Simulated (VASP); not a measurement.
Output of a VASP run:

OUTCAR:
```
 ion  position               nearest neighbor table
   1  0.000  0.000  0.000-   2 2.91   2 2.91   2 2.91   2 2.91   2 2.91   2 2.91
   2  0.500  0.500  0.500-   1 2.91   1 2.91   1 2.91   1 2.91   1 2.91   1 2.91
  LATTYP: Found a face centered cubic cell.
 ALAT       =     5.8263645008
 Subroutine PRICEL returns:
 Original cell was already a primitive cell.
 Subroutine GETGRP returns: Found 48 space group operations
The static configuration has the point symmetry O_h .
The dynamic configuration has the point symmetry O_h .
 Subroutine INISYM returns: Found 48 space group operations
 Subroutine IBZKPT returns following result:
 Found     29 irreducible k-points:

 Following reciprocal coordinates:
            Coordinates               Weight
  0.000000  0.000000  0.000000      1.000000
  0.125000  0.000000  0.000000      8.000000
  0.250000  0.000000  0.000000      8.000000
  0.375000  0.000000  0.000000      8.000000
  0.500000  0.000000  0.000000      4.000000
  0.125000  0.125000  0.000000      6.000000
  0.250000  0.125000  0.000000     24.000000
  0.375000  0.125000  0.000000     24.000000
  0.500000  0.125000  0.000000     24.000000
 -0.375000  0.125000  0.000000     24.000000
 -0.250000  0.125000  0.000000     24.000000
 -0.125000  0.125000  0.000000     12.000000
  0.250000  0.250000  0.000000      6.000000
  0.375000  0.250000  0.000000     24.000000
  0.500000  0.250000  0.000000     24.000000
 -0.375000  0.250000  0.000000     24.000000
 -0.250000  0.250000  0.000000     12.000000
  0.375000  0.375000  0.000000      6.000000
  0.500000  0.375000  0.000000     24.000000
 -0.375000  0.375000  0.000000     12.000000
  0.500000  0.500000  0.000000      3.000000
  0.375000  0.250000  0.125000     24.000000
  0.500000  0.250000  0.125000     48.000000
 -0.375000  0.250000  0.125000     24.000000
  0.500000  0.375000  0.125000     24.000000
 -0.375000  0.375000  0.125000     48.000000
 -0.250000  0.375000  0.125000     24.000000
 -0.375000  0.500000  0.125000     12.000000
 -0.250000  0.500000  0.250000      6.000000
   k-points           NKPTS =     29   k-points in BZ     NKDIM =     29   number of bands    NBANDS=     14
   number of dos      NEDOS =    301   number of ions     NIONS =      2
   total plane-waves  NPLWV =  27000
   dimension x,y,z NGX =    30 NGY =   30 NGZ =   30
   dimension x,y,z NGXF=    60 NGYF=   60 NGZF=   60
   ions per type =               1   1
   PREC   = accura    normal or accurate (medium, high low for compatibility)
   ISTART =      0    job   : 0-new  1-cont  2-samecut
   ICHARG =      2    charge: 1-file 2-atom 10-const
   ISPIN  =      1    spin polarized calculation?
   LNONCOLLINEAR =      F non collinear calculations
   LSORBIT =      F    spin-orbit coupling
   INIWAV =      1    electr: 0-lowe 1-rand  2-diag
   ENCUT  =  500.0 eV  36.75 Ry    6.06 a.u.   7.51  7.51  7.51*2*pi/ulx,y,z
   NELM   =    100;   NELMIN=  2; NELMDL= -5     # of ELM steps
   EDIFF  = 0.1E-05   stopping-criterion for ELM
   LREAL  =      F    real-space projection
   NLSPLINE    = F    spline interpolate recip. space projectors
   LMAXMIX     =    4 max onsite mixed and CHGCAR
   VOSKOWN=      0    Vosko Wilk Nusair interpolation
   EDIFFG = -.2E-01   stopping-criterion for IOM
   NSW    =     40    number of steps for IOM
   NBLOCK =      1;   KBLOCK =     40    inner block; outer block
   IBRION =      2    ionic relax: 0-MD 1-quasi-New 2-CG
   NFREE  =      1    steps in history (QN), initial steepest desc. (CG)
   ISIF   =      3    stress and relaxation
   ISYM   =      2    0-nonsym 1-usesym 2-fastsym
   TEIN   =    0.0    initial temperature
   TEBEG  =    0.0;   TEEND  =   0.0 temperature during run
   SMASS  =  -3.00    Nose mass-parameter (am)
   PSTRESS=  100.0 pullay stress
   NELECT =      20.0000    total number of electrons
   EFERMI =   0.00;   METHOD = LEGACY
   ISMEAR =     0;   SIGMA  =   0.05  broadening in eV -4-tet -1-fermi 0-gaus
   IALGO  =     38    algorithm
...
```

**OSZICAR**
```
       N       E                     dE             d eps       ncg     rms          rms(c)
DAV:   1     0.155423920743E+03    0.15542E+03   -0.96308E+03   812   0.149E+03
DAV:   2     0.322922948291E+01   -0.15219E+03   -0.14926E+03   824   0.353E+02
DAV:   3    -0.865119460627E+01   -0.11880E+02   -0.11735E+02  1112   0.103E+02
DAV:   4    -0.890173740105E+01   -0.25054E+00   -0.25038E+00   832   0.174E+01
DAV:   5    -0.891015696439E+01   -0.84196E-02   -0.84194E-02  1154   0.328E+00    0.330E+00
DAV:   6    -0.872445468759E+01    0.18570E+00   -0.42991E-01  1242   0.674E+00    0.202E+00
DAV:   7    -0.871483122802E+01    0.96235E-02   -0.94861E-02  1000   0.210E+00    0.890E-01
DAV:   8    -0.871487195178E+01   -0.40724E-04   -0.86000E-03  1004   0.132E+00    0.689E-02
DAV:   9    -0.871474294861E+01    0.12900E-03   -0.10623E-03  1206   0.445E-01    0.485E-02
DAV:  10    -0.871475519920E+01   -0.12251E-04   -0.91133E-05   878   0.894E-02    0.163E-02
DAV:  11    -0.871475329194E+01    0.19073E-05   -0.28842E-05  1216   0.708E-02    0.107E-02
DAV:  12    -0.871475301621E+01    0.27573E-06   -0.21951E-06   866   0.149E-02
   1 F= -.56285650E+01 E0= -.56285650E+01  d E =-.562857E+01
```

File OUTCAR:
```
------------------------ aborting loop because EDIFF is reached ----------------------------------------
  FORCE on cell =-STRESS in cart. coord.  units (eV):
  Direction    XX          YY          ZZ          XY          YZ          ZX
  --------------------------------------------------------------------------------------
  Total        3.0647308      3.0647308      3.0647308      0.0000000     -0.0000000      0.0000000
  in kB       99.3047344     99.3047344     99.3047344      0.0000000     -0.0000000      0.0000000
  external PRESSURE =      -0.6952656 kB  Pullay stress =     100.0000000 kB
  volume of cell :       49.45
      direct lattice vectors                 reciprocal lattice vectors
     0.000000000  2.913182250  2.913182250    -0.171633615  0.171633615  0.171633615
     2.913182250  0.000000000  2.913182250     0.171633615 -0.171633615  0.171633615
     2.913182250  2.913182250  0.000000000     0.171633615  0.171633615 -0.171633615
  FREE ENERGIE OF THE ION-ELECTRON SYSTEM (eV)
  ---------------------------------------------------
  free  energy   TOTEN  =        -8.7147530162 eV

  energy  without entropy=       -8.7147530162  energy(sigma->0) =       -8.71475302
  enthalpy is  TOTEN    =        -5.6285650120 eV   P V=        3.0861880042

 reached required accuracy - stopping structural energy minimisation
```
(Selected blocks of OUTCAR.)

POSCAR:
```
PbSe
1
    0.0000000000     2.9131822504     2.9131822504
    2.9131822504     0.0000000000     2.9131822504
    2.9131822504     2.9131822504     0.0000000000
Pb Se
1 1
Direct
  0.0000000000   0.0000000000   0.0000000000
  0.5000000000   0.5000000000   0.5000000000
```

Question: Reconstruct the remaining input files.

Answer: This is not unique; one that fits is the input of the run itself, PBEsol GGA, plane waves, VASP's PBE PAW potentials (set 64).

### INCAR
```
# general
SYSTEM =PbSe
PREC   =Accurate
ENCUT  =500
LREAL  =.FALSE.
LASPH  =.TRUE.

# electronic loop
EDIFF  =1E-6
NELM   =100
ALGO   =Normal
LMAXMIX=4

# smearing
ISMEAR =0
SIGMA  =0.05

# functional
GGA    =PS

# ions
IBRION =2
NSW    =40
ISIF   =3
EDIFFG =-0.02
PSTRESS=100

# output
LWAVE  =.FALSE.
LCHARG =.FALSE.
```

KPOINTS:
```
Automatic mesh
0
Gamma
8 8 8
0 0 0
```

POTCAR, in this order: Pb_d Se (PBE.64 set). Program: vasp_std.

The structure was generated: PbSe was put into the rock salt type (Fm-3m), which need not be its known phase. It was relaxed first under an external pressure of 10 GPa.
